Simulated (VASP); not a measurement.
All values below come from PBE GGA, VASP's PBE PAW potentials (set 64) (plane waves; VASP).

Input for VASP

### KPOINTS
```
Automatic mesh
0
Gamma
11 11 11
0 0 0
```

### POSCAR
```
TiB
1
    0.0000000000     2.6352000000     2.6352000000
    2.6352000000     0.0000000000     2.6352000000
    2.6352000000     2.6352000000     0.0000000000
Ti B
1 1
Direct
  0.0000000000   0.0000000000   0.0000000000
  0.5000000000   0.5000000000   0.5000000000
```

### INCAR
```
ALGO  =  Normal
EDIFF  =  1E-6
EDIFFG  =  -0.01
ENCUT  =  520
GGA  =  PE
IBRION  =  2
ISIF  =  3
ISMEAR  =  1
LASPH  =  T
LCHARG  =  F
LMAXMIX  =  4
LREAL  =  F
LWAVE  =  F
NELM  =  100
NSW  =  60
PREC  =  Accurate
SIGMA  =  0.1
SYSTEM  =  TiB
```

POTCAR, in this order: Ti_sv B (PBE.64 set). Program: vasp_std.

The run wrote:

**OSZICAR**
```
       N       E                     dE             d eps       ncg     rms          rms(c)
DAV:   1     0.924635026780E+02    0.92464E+02   -0.74888E+03  1232   0.137E+03
DAV:   2    -0.100342071075E+02   -0.10250E+03   -0.10022E+03  1253   0.333E+02
DAV:   3    -0.173382355835E+02   -0.73040E+01   -0.69893E+01  1912   0.872E+01
DAV:   4    -0.176094675910E+02   -0.27123E+00   -0.26984E+00  1604   0.150E+01
DAV:   5    -0.176251256241E+02   -0.15658E-01   -0.15651E-01  1784   0.317E+00    0.117E+01
DAV:   6    -0.143473091207E+02    0.32778E+01   -0.47494E+01  1600   0.563E+01    0.808E+00
DAV:   7    -0.133485620681E+02    0.99875E+00   -0.11670E+01  1752   0.316E+01    0.223E+00
DAV:   8    -0.133182274269E+02    0.30335E-01   -0.14859E-01  1606   0.323E+00    0.190E+00
DAV:   9    -0.133123269547E+02    0.59005E-02   -0.13725E+00  1796   0.962E+00    0.188E+00
DAV:  10    -0.132646899560E+02    0.47637E-01   -0.11557E-01  1875   0.309E+00    0.880E-01
DAV:  11    -0.132576940642E+02    0.69959E-02   -0.11864E-02  1956   0.101E+00    0.510E-01
DAV:  12    -0.132528510273E+02    0.48430E-02   -0.25853E-02  1871   0.137E+00    0.196E-02
DAV:  13    -0.132528786351E+02   -0.27608E-04   -0.20152E-04  1510   0.158E-01    0.207E-02
DAV:  14    -0.132528702156E+02    0.84195E-05   -0.93587E-05  1833   0.924E-02    0.105E-02
DAV:  15    -0.132528692595E+02    0.95615E-06   -0.54232E-06  1968   0.250E-02
   1 F= -.13252869E+02 E0= -.13252196E+02  d E =-.132529E+02
       N       E                     dE             d eps       ncg     rms          rms(c)
DAV:   1    -0.665798329563E+02   -0.53327E+02   -0.13150E+03  1241   0.491E+02    0.584E+01
DAV:   2    -0.194704355663E+02    0.47109E+02   -0.98955E+01  1267   0.239E+02    0.212E+01
DAV:   3    -0.149488568680E+02    0.45216E+01   -0.49498E+01  1793   0.917E+01    0.125E+01
DAV:   4    -0.186960386320E+02   -0.37472E+01   -0.48763E+01  1706   0.935E+01    0.150E+01
DAV:   5    -0.150754544707E+02    0.36206E+01   -0.95138E+00  1534   0.481E+01    0.403E+00
DAV:   6    -0.148189578282E+02    0.25650E+00   -0.13146E+00  1696   0.141E+01    0.916E-01
DAV:   7    -0.149730706155E+02   -0.15411E+00   -0.24176E-01  1655   0.361E+00    0.120E+00
DAV:   8    -0.149750572155E+02   -0.19866E-02   -0.36521E-01  1701   0.706E+00    0.553E-01
DAV:   9    -0.149781945705E+02   -0.31374E-02   -0.70180E-03  1477   0.986E-01    0.372E-01
DAV:  10    -0.149803692127E+02   -0.21746E-02   -0.57979E-03  1704   0.749E-01    0.167E-01
DAV:  11    -0.149807504979E+02   -0.38129E-03   -0.15322E-03  1834   0.475E-01    0.214E-02
DAV:  12    -0.149807789390E+02   -0.28441E-04   -0.79798E-05  1424   0.828E-02    0.533E-03
DAV:  13    -0.149807887362E+02   -0.97972E-05   -0.46548E-05  1798   0.585E-02    0.450E-03
DAV:  14    -0.149807884706E+02    0.26554E-06   -0.13193E-06   965   0.150E-02
   2 F= -.14980788E+02 E0= -.14980555E+02  d E =-.172792E+01
       N       E                     dE             d eps       ncg     rms          rms(c)
DAV:   1    -0.183787664132E+02   -0.33980E+01   -0.67197E+01  1375   0.141E+02    0.180E+01
DAV:   2    -0.155442587951E+02    0.28345E+01   -0.32059E+01  1717   0.710E+01    0.429E+00
DAV:   3    -0.150437711508E+02    0.50049E+00   -0.27652E+00  1570   0.179E+01    0.916E-01
DAV:   4    -0.151056730608E+02   -0.61902E-01   -0.35279E-01  1382   0.401E+00    0.912E-01
DAV:   5    -0.151748132551E+02   -0.69140E-01   -0.11793E-01  1820   0.241E+00    0.722E-01
DAV:   6    -0.151823463153E+02   -0.75331E-02   -0.21373E-02  1553   0.146E+00    0.268E-01
DAV:   7    -0.151823179255E+02    0.28390E-04   -0.22198E-03  1836   0.503E-01    0.154E-01
DAV:   8    -0.151825162053E+02   -0.19828E-03   -0.13662E-03  1436   0.422E-01    0.565E-02
DAV:   9    -0.151825380996E+02   -0.21894E-04   -0.10947E-04  1393   0.123E-01    0.651E-03
DAV:  10    -0.151825397936E+02   -0.16940E-05   -0.21641E-06  1372   0.142E-02    0.196E-03
DAV:  11    -0.151825403889E+02   -0.59527E-06   -0.36018E-06  1399   0.125E-02
   3 F= -.15182540E+02 E0= -.15182758E+02  d E =-.192967E+01
```

File OUTCAR:
```
------------------------ aborting loop because EDIFF is reached ----------------------------------------
  FORCE on cell =-STRESS in cart. coord.  units (eV):
  Direction    XX          YY          ZZ          XY          YZ          ZX
  --------------------------------------------------------------------------------------
  Total       -0.0132121     -0.0132121     -0.0132121     -0.0000000      0.0000000      0.0000000
  in kB       -0.9094164     -0.9094164     -0.9094164     -0.0000000      0.0000000      0.0000000
  external PRESSURE =      -0.9094164 kB  Pullay stress =       0.0000000 kB
  volume of cell :       23.28
      direct lattice vectors                 reciprocal lattice vectors
    -0.000000000  2.266191686  2.266191686    -0.220634469  0.220634469  0.220634469
     2.266191686 -0.000000000  2.266191686     0.220634469 -0.220634469  0.220634469
     2.266191686  2.266191686  0.000000000     0.220634469  0.220634469 -0.220634469
 POSITION                                       TOTAL-FORCE (eV/Angst)
 -----------------------------------------------------------------------------------
      0.00000      0.00000      0.00000         0.000000      0.000000     -0.000000
      2.26619      2.26619      2.26619        -0.000000      0.000000      0.000000
 -----------------------------------------------------------------------------------
    total drift:                               -0.000000      0.000000      0.000000
  FREE ENERGIE OF THE ION-ELECTRON SYSTEM (eV)
  ---------------------------------------------------
  free  energy   TOTEN  =       -15.1825403889 eV

  energy  without entropy=      -15.1831946609  energy(sigma->0) =      -15.18275848

 reached required accuracy - stopping structural energy minimisation
```
(Selected blocks of OUTCAR.)

File CONTCAR:
```
TiB
   1.00000000000000
    -0.0000000000000000    2.2661916858953157    2.2661916858953157
     2.2661916858953153   -0.0000000000000000    2.2661916858953157
     2.2661916858953153    2.2661916858953157    0.0000000000000000
  Ti              B
     1     1
Direct
     0.0000000000000000    0.0000000000000000    0.0000000000000000
     0.5000000000000000    0.5000000000000000    0.5000000000000000
```

Energy and stress use the plane-wave basis of the starting cell.

The structure was generated: TiB was put into the rock salt type (Fm-3m), which need not be its known phase. This run relaxes it. Symmetry was kept, so distortions that lower it aren't found. The electron count is odd and the run is not spin-polarised, which forces a metal.
